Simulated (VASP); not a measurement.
Here is the system:

```
CELL_PARAMETERS angstrom
     -2.90578     2.90578     1.57066
      2.90578    -2.90578     1.57066
      2.90578     2.90578    -1.57066
ATOMIC_POSITIONS crystal
  Sn 0.25000 0.75000 0.50000
  Sn 0.00000 0.00000 0.00000
```

Calculation: revTPSS meta-GGA, VASP's PBE PAW potentials (set 64) (plane waves; VASP). Run with 520 eV cut-off, 15×15×15 Γ-centred mesh, tetrahedra with Blöchl corrections, potentials Sn_d.

### Question
Give the energies of bands 11 to 17 at the high-symmetry points, in eV from the Fermi level.

### Answer

```tsv
band	Γ	X	M	Z	P	N
11	-11.38	-9.08	-7.66	-6.47	-5.95	-6.93
12	-3.60	-9.08	-7.66	-5.62	-5.95	-5.49
13	-2.07	0.56	-5.04	-3.19	-3.70	-2.30
14	-2.07	0.56	-5.04	-3.07	-3.70	-1.78
15	2.69	1.53	5.29	-3.07	3.69	-1.16
16	6.36	1.53	5.29	3.31	3.69	2.10
17	6.36	6.31	9.67	5.67	4.10	2.94
```

It has no gap at this level: it comes out as a metal or semimetal.

The compound is Sn in the beta structure. It was relaxed first.
